A crystal of gallium arsenide is held at eight volumes and its pressure is computed with the PBE density functional. Each cell is the same zinc-blende arrangement, scaled uniformly. Positive pressure means that the crystal pushes outward, negative pressure that it has to be held stretched.

VASP 6.6.1, PBE with the recommended PAW potentials (Ga_d, As), for zinc-blende GaAs in a uniformly scaled two-atom cell. All runs use a 520 eV plane-wave cutoff, a Γ-centred 4×4×4 k mesh and Gaussian smearing of 0.02 eV, without spin polarisation or spin–orbit coupling. Pressure is positive in compression.

```
volume (Å³/atom)  shortest distance (Å)  pressure (GPa)
          21.690                  2.415           7.210
          22.405                  2.441           4.390
          22.590                  2.448           3.730
          23.121                  2.467           2.010
          23.836                  2.492           0.000
          24.551                  2.517          -0.960
          25.266                  2.541          -2.430
          25.981                  2.565          -3.660
```

**(a) The volume grows by about 20 % from the first row to the last. Why does the shortest distance grow by only 6 %?**

Uniform scaling stretches all three directions by the same factor, so the volume follows the cube of any length. The cube root of the volume ratio gives 6.2 %, which is what the Ga–As distances show. No bond angle changes, so each row differs from the next only in how far apart the atoms stand.

**(b) The first row is squeezed by 9 % from the zero-pressure volume and the last is stretched by 9 %. Which needs the larger pressure, and why?**

Squeezing needs more: 7.21 GPa against 3.66 GPa of tension. Two limits explain the direction. If the atoms are pushed ever closer, the filled shells overlap and the repulsion rises without bound. If they are pulled far apart, the bonds let go and the tension must fade to nothing. A curve that joins these limits is steep on the squeezed side and flattens as the crystal is stretched, so each further bit of volume should change the pressure less than the one before.

**(c) Where does the table break this rule?**

Up to the zero-pressure row the rule holds: the fall in pressure per Å³/atom shrinks steadily from 3.9 to 2.8 GPa. In the next step, from 23.836 to 24.551 Å³/atom, it drops to 1.3 GPa, less than half the value before. Then it rises again to 2.1 GPa. A crystal that was merely growing softer would not recover on further stretching, so something sudden happens within that one step.

**(d) What do the electrons do in that step?**

The orbital energies of the same runs show two levels changing places at the centre of the Brillouin zone, the point where an electron wave has the same phase in every cell of the crystal. One is an empty s-like level, the other a filled p-like triplet at the top of the valence band. The s-like level lies 0.82 eV above the triplet in the first row and 0.11 eV above it at zero pressure. At 24.551 Å³/atom it lies 0.10 eV below. It then takes two electrons from the triplet, and the run reports a metal.

The s-like level is antibonding between Ga and As, so it owes its height to the overlap of neighbouring atoms. Stretching weakens that overlap and the level sinks. In the limit of separate atoms it would become the gallium 4s level, which lies below the arsenic 4p level from which the triplet descends. A crossing on the way is therefore natural. That it comes within 2 % of the zero-pressure volume is a fault of PBE, which makes the gap of GaAs far too small; the real one is roughly 1.4 eV.

**(e) Can two electrons at one point of the zone account for the kink?**

Call the s-like level minus the triplet $\Delta$, and the volume of the two-atom cell $V$. The mesh has 4×4×4 = 64 points, so the zone centre counts for 1/64 of the crystal. Moving two electrons there changes the energy per cell by $\frac{2}{64}\Delta$. Pressure is minus the slope of energy with volume, which gives the extra pressure

$$\delta P=-\frac{2}{64}\,\frac{d\Delta}{dV}.$$

Over the step, $\Delta$ falls by 0.206 eV (from +0.1095 to −0.0965 eV) while $V$ grows by 2 × 0.715 = 1.43 Å³. The result is 0.0045 eV/Å³, or 0.72 GPa. It is positive because the moved electrons lower their energy relative to the triplet as the crystal expands, so they push it outward.

The two neighbouring steps tell how far the pressure should have fallen in this one, and compared with their mean 0.78 GPa of the fall is absent. The estimate has no adjustable constant and comes within a tenth of that value. It neglects the response of the other electrons, and the comparison treats a gently curved line as straight, so closer agreement would mean little. The output printed below gives the step-by-step values.

**(f) An engineer takes the stiffness at zero pressure from the rows on either side of it. What goes wrong?**

The bulk modulus is $B=-V\,dP/dV$, the pressure needed per relative change of volume. The rows at 23.121 and 24.551 Å³/atom give about 50 GPa. With the estimated jump taken out of the stretched row, the same arithmetic gives about 62 GPa. The raw value is thus about a fifth too low, and an equation of state drawn through all eight rows is expected to suffer from the same kink, though less, because the fit spreads the jump over the whole range.

The comparison in (b) suffers too. With the jump removed from the last row, squeezing costs about 1.6 times as much pressure as stretching, rather than twice as much. The asymmetry is real, but the table exaggerates it. On this mesh, the elastic properties are better taken from the five rows that still have a gap.

**(g) What would change with a finer mesh, with spin–orbit coupling, or with aluminium in place of gallium?**

The size of the jump is set by the weight of the zone centre. On an 8×8×8 mesh that also contains this point, the weight is eight times smaller, and the same formula gives 0.09 GPa. In the limit of an endlessly fine mesh a single point weighs nothing and the jump vanishes. The kink is therefore a product of the coarse mesh, although the crossing of levels that triggers it is a true feature of the PBE bands.

Spin–orbit coupling, which these runs leave out, changes the place of the crossing rather than the weight. It splits the triplet and raises its top by roughly 0.1 eV, about as much as the gap that is left at zero pressure. The kink would then move close to the zero-pressure volume, the worst place for reading a bulk modulus.

Aluminium would act the other way. In AlAs the s-like level is known to lie much higher above the triplet, so a similar stretch should leave the order intact and the curve smooth. No row here tests this, but the rule carries over: look for a kink where a small gap at a mesh point closes along the series.

**(h) Which digits of the pressure can be trusted?**

The third decimal says nothing: it is a zero in every row, left over from rounding to 0.01 GPa. For the other digits it depends on what they are trusted for. As a derivative of the computed energy, the pressure is sound to about 0.01 GPa: averaged from 24.551 to 25.981 Å³/atom it is −2.39 GPa, whether taken from the stress or from the energies. A similar check on the squeezed side agrees as well. The kink is thus no slip in the stress; the energy itself contains it.

As a property of PBE on a fine mesh, the pressure is less certain. The last three rows stand about 0.7 GPa too high relative to the first five, but that does not make the first five right. Close to the zone centre the s-like level mixes with the triplet, so a fine mesh is expected to replace the jump by a smooth passage between the two branches. How the error is shared between them cannot be judged without a second mesh.

As a forecast for a real crystal of given size, even the first digit is in doubt. PBE is known to make crystals of this kind too large, typically by one or two percent in the edge. If the true edge is 1 % shorter than the computed 5.76 Å, PBE reports about 2 GPa where the real crystal feels no pressure, and for 2 % about 4 GPa. Gallium arsenide is nearer the second case: its measured volume lies close to the row at 22.590 Å³/atom, where the table gives 3.73 GPa. Much of this offset drops out when volumes are counted relative to the method's own zero-pressure volume, which is the safer way to carry such a curve over to a real material.

Numerical output:

```
Each row against the row before it:
     row  fall_GPa_per_A3  bulk_modulus_GPa  s_minus_p_level_eV
   21.69              n/a               n/a              0.8218
  22.405            3.944             86.96              0.5714
   22.59            3.568             80.26              0.5091
  23.121            3.239             74.03              0.3342
  23.836            2.811                66              0.1095
  24.551            1.343             32.48             -0.0965
  25.266            2.056             51.21             -0.2972
  25.981             1.72             44.08             -0.4871
Volume rise from first to last row (%): 19.78
Bond length rise from first to last row (%): 6.211
Bond length rise expected from the cube root of volume (%): 6.202
Volume of first row against the zero-pressure row (%): -9.003
Volume of last row against the zero-pressure row (%): 8.999
Pressure size in first row over that in last row: 1.97
Same ratio with the estimated jump taken out of the last row: 1.646
Fall per volume in the kink step over that in the step before: 0.4776
Level difference change per 1 % of volume just before the kink (eV): -0.07378
Volume where the two levels cross by straight line (A3 per atom): 24.22
Electrons per cell that change level: 0.03125
Estimated pressure jump from the level change (GPa): 0.7213
Missing pressure fall against the mean of neighbouring steps (GPa): 0.78
Fall per volume in the kink step with the jump taken out (GPa per A3): 2.351
Estimated jump on an 8x8x8 mesh (GPa): 0.09016
Bulk modulus at zero pressure from both neighbours as printed (GPa): 49.51
Same bulk modulus with the jump taken out (GPa): 61.53
Mean pressure 22.405 to 23.836 from stress by Simpson rule (GPa): 2.072
Mean pressure 22.405 to 23.836 from energies (GPa): 2.07
Mean pressure 24.551 to 25.981 from stress by Simpson rule (GPa): -2.39
Mean pressure 24.551 to 25.981 from energies (GPa): -2.391
Cubic edge at zero pressure (A): 5.756
Pressure if the edge is 1 % shorter than that (GPa): 1.99
Pressure if the edge is 2 % shorter than that (GPa): 4.286
```
